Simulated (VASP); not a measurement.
A VASP calculation is set up with these files.

**POSCAR**
```
ZrO2
1.0
  0.0000000000   2.5337252088   2.5337252088
  2.5337252088   0.0000000000   2.5337252088
  2.5337252088   2.5337252088   0.0000000000
Zr O
1 2
Cart
  0.0000000000   0.0000000000   0.0000000000
  1.2668626044   1.2668626044   1.2668626044
  3.8005878132   3.8005878132   3.8005878132
```

**KPOINTS**
```
Automatic mesh
0
G
7 7 7
0 0 0
```

**INCAR**
```
SYSTEM=ZrO2
PREC=Accurate; ENCUT=520; LREAL=F
LASPH=T
EDIFF=1E-6; NELM=100; ALGO=Normal
LMAXMIX=4; LMIXTAU=T
ISMEAR=0; SIGMA=0.05
METAGGA=R2SCAN
IBRION=2; NSW=60; ISIF=3
EDIFFG=-0.02
LWAVE=F; LCHARG=F
```

POTCAR, in this order: Zr_sv O (PBE.64 set). Program: vasp_std.

Task: Write an equivalent input for Ansatz.

Result: One equivalent input (not run):
Ansatz 0.2 input:
```yaml
crystal:
  lattice:
    - [0.0000000, 2.5337252, 2.5337252]
    - [2.5337252, 0.0000000, 2.5337252]
    - [2.5337252, 2.5337252, 0.0000000]
  atoms:
    - { symbol: Zr, position: [0.0000000, 0.0000000, 0.0000000] }
    - { symbol: O, position: [0.2500000, 0.2500000, 0.2500000] }
    - { symbol: O, position: [0.7500000, 0.7500000, 0.7500000] }
kpoints:
  mp_grid: { grid: [7, 7, 7] }
hamiltonian:
  xc: r2scan
  pseudopotentials: { kind: paw }
scf:
  occupations: { method: gaussian, width: 0.05 }
  max_iter: 100
relax:
  max_steps: 60
  f_tol: 0.02
  cell: {}
output: { forces: true, stress: true, eigenvalues: true }
```
What does not carry over: each code has its own PAW files, so the cut-off isn't converted (ENCUT is set for VASP's; basis.ecutwfc is left out, and Ansatz then takes the one that its files recommend); Ansatz stops its SCF on the density residual and VASP on the energy change (EDIFF).

The structure comes from a computed database's ZrO2 entry (Fm-3m); how it stands against other phases isn't given here. This run relaxes it. Symmetry was kept, so distortions that lower it aren't found. The start is the result of an earlier pass.
